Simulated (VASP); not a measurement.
An input for Quantum ESPRESSO's pw.x (written as the equivalent of a VASP run, and not itself run):

```
&CONTROL
  calculation = 'vc-relax'
  pseudo_dir = './pseudo'
  outdir = './out'
  tprnfor = .true.
  tstress = .true.
  nstep = 60
  forc_conv_thr = 0.00039
/
&SYSTEM
  ibrav = 0
  nat = 2
  ntyp = 2
  ecutwfc = 88
  occupations = 'smearing'
  smearing = 'gaussian'
  degauss = 0.003675
  input_dft = 'pw91'
/
&ELECTRONS
  conv_thr = 7.3e-08
  electron_maxstep = 100
/
&IONS
/
&CELL
/
ATOMIC_SPECIES
  Na 22.990 Na.upf
  F 18.998 F.upf
CELL_PARAMETERS angstrom
    -0.0000000    2.3439701    2.3439701
     2.3439701   -0.0000000    2.3439701
     2.3439701    2.3439701    0.0000000
ATOMIC_POSITIONS crystal
  Na   1.0000000  1.0000000  1.0000000
  F    0.5000000  0.5000000  0.5000000
K_POINTS automatic
  9 9 9 0 0 0
```

### Question
Translate this input to VASP (INCAR, KPOINTS, POSCAR, choice of POTCAR).

### Answer
This is not unique; one that fits is 
File KPOINTS:
```
Automatic
0
G
9 9 9
```

**POSCAR**
```
NaF
1.0
  0.0000000000   2.3439701344   2.3439701344
  2.3439701344   0.0000000000   2.3439701344
  2.3439701344   2.3439701344   0.0000000000
Na F
1 1
Cartesian
  4.6879402688   4.6879402688   4.6879402688
  2.3439701344   2.3439701344   2.3439701344
```

**INCAR**
```
! general
SYSTEM = NaF
PREC   = Accurate
ENCUT  = 520   ! plane-wave cut-off (eV)
LREAL  = .FALSE.   ! projection in real space or not
LASPH  = .TRUE.   ! aspherical one-centre terms

! electronic loop
EDIFF  = 1E-6   ! SCF stop (eV)
NELM   = 100
ALGO   = Normal   ! blocked Davidson

! smearing
ISMEAR = 0   ! Gaussian
SIGMA  = 0.05   ! width (eV)

! functional
GGA    = 91   ! PW91

! ions
IBRION = 2   ! conjugate gradients
NSW    = 60   ! most ionic steps
ISIF   = 3   ! ions, shape and volume
EDIFFG = -0.01   ! ionic stop

! output
LWAVE  = .FALSE.
LCHARG = .FALSE.
```

POTCAR, in this order: Na_pv F (PBE.64 set). Program: vasp_std.

Limits of the translation: the potentials are each code's own (VASP's PAW set, PseudoDojo norm-conserving files in pw.x), so ENCUT and ecutwfc are chosen apart and not converted; conv_thr bounds pw.x's estimated SCF error, while EDIFF bounds the energy change between steps; forc_conv_thr acts on force components and is met together with etot_conv_thr.

The compound is NaF in the rock salt structure. This run relaxes it. Symmetry was kept, so distortions that lower it aren't found. The start is the result of an earlier pass.
